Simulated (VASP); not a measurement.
Level of theory: PBE GGA, VASP's PBE PAW potentials (set 64) (plane waves; VASP).

Input for VASP

KPOINTS:
```
Automatic
0
G
 10 10 8
0 0 0
```

**INCAR**
```
SYSTEM = PtS2
PREC = Accurate; ENCUT = 500; LREAL = .FALSE.
LASPH = .TRUE.
EDIFF = 1E-6; NELM = 100; ALGO = Normal
LMAXMIX = 6
ISMEAR = 1; SIGMA = 0.1
GGA = PE
IBRION = 2; NSW = 40; ISIF = 3
EDIFFG = -0.02; PSTRESS = 300
LWAVE = .FALSE.; LCHARG = .FALSE.
```

### POSCAR
```
PtS2
1.0
  1.7357605780  -3.0064270998   0.0000000000
  1.7357605780   3.0064270998   0.0000000000
  0.0000000000   0.0000000000   4.0283306852
Pt S
1 2
Direct
  1.0000000000   1.0000000000   0.0000000000
  0.3333330000   0.6666670000   0.2944460306
  0.6666670000   0.3333330000   0.7055539694
```

POTCAR, in this order: Pt S (PBE.64 set). Program: vasp_std.

What VASP printed:

File OSZICAR:
```
       N       E                     dE             d eps       ncg     rms          rms(c)
DAV:   1     0.115442056387E+03    0.11544E+03   -0.10771E+04  2868   0.131E+03
DAV:   2    -0.110847394364E+02   -0.12653E+03   -0.12412E+03  3604   0.259E+02
DAV:   3    -0.155344796287E+02   -0.44497E+01   -0.44274E+01  3611   0.515E+01
DAV:   4    -0.155721018146E+02   -0.37622E-01   -0.37607E-01  3618   0.534E+00
DAV:   5    -0.155726005913E+02   -0.49878E-03   -0.49876E-03  3688   0.572E-01    0.241E+01
DAV:   6    -0.146411774920E+02    0.93142E+00   -0.69116E+00  3009   0.261E+01    0.152E+01
DAV:   7    -0.144876224559E+02    0.15356E+00   -0.12030E+00  2967   0.119E+01    0.703E+00
DAV:   8    -0.144589008650E+02    0.28722E-01   -0.57348E-02  3485   0.238E+00    0.137E+00
DAV:   9    -0.144562289033E+02    0.26720E-02   -0.11334E-02  3464   0.107E+00    0.141E-01
DAV:  10    -0.144563135306E+02   -0.84627E-04   -0.97228E-04  3583   0.278E-01    0.126E-01
DAV:  11    -0.144563455470E+02   -0.32016E-04   -0.70064E-05  3583   0.834E-02    0.390E-02
DAV:  12    -0.144563392669E+02    0.62800E-05   -0.64386E-05  3429   0.851E-02    0.194E-02
DAV:  13    -0.144563395022E+02   -0.23528E-06   -0.37344E-06  3077   0.180E-02
   1 F= -.65839553E+01 E0= -.65837779E+01  d E =-.658396E+01
```

File OUTCAR:
```
------------------------ aborting loop because EDIFF is reached ----------------------------------------
  FORCE on cell =-STRESS in cart. coord.  units (eV):
  Direction    XX          YY          ZZ          XY          YZ          ZX
  --------------------------------------------------------------------------------------
  Total        7.9103616      7.9103700      7.8793656      0.0000000      0.0000000      0.0000000
  in kB      301.4472400    301.4475587    300.2660473      0.0000000      0.0000000      0.0000000
  external PRESSURE =       1.0536154 kB  Pullay stress =     300.0000000 kB
  volume of cell :       42.04
      direct lattice vectors                 reciprocal lattice vectors
     1.735760578 -3.006427100  0.000000000     0.288058161 -0.166310369  0.000000000
     1.735760578  3.006427100  0.000000000     0.288058161  0.166310369  0.000000000
     0.000000000  0.000000000  4.028330685     0.000000000  0.000000000  0.248241785
 POSITION                                       TOTAL-FORCE (eV/Angst)
 -----------------------------------------------------------------------------------
      0.00000      0.00000      0.00000         0.000000     -0.000000     -0.000000
      1.73576      1.00214      1.18613        -0.000000     -0.000000     -0.009961
      1.73576     -1.00214      2.84220         0.000000      0.000000      0.009961
 -----------------------------------------------------------------------------------
    total drift:                               -0.000000      0.000000      0.000000
  FREE ENERGIE OF THE ION-ELECTRON SYSTEM (eV)
  ---------------------------------------------------
  free  energy   TOTEN  =       -14.4563395022 eV

  energy  without entropy=      -14.4558071580  energy(sigma->0) =      -14.45616205
  enthalpy is  TOTEN    =        -6.5839553102 eV   P V=        7.8723841920

 reached required accuracy - stopping structural energy minimisation
```
(Selected blocks of OUTCAR.)

Without a dispersion term in the relaxation, distances and binding between the weakly bound layers, chains or molecules are unreliable, and so is what depends on them.

The compound is PtS2 in the 1T layered structure. It was relaxed first under an external pressure of 30 GPa.
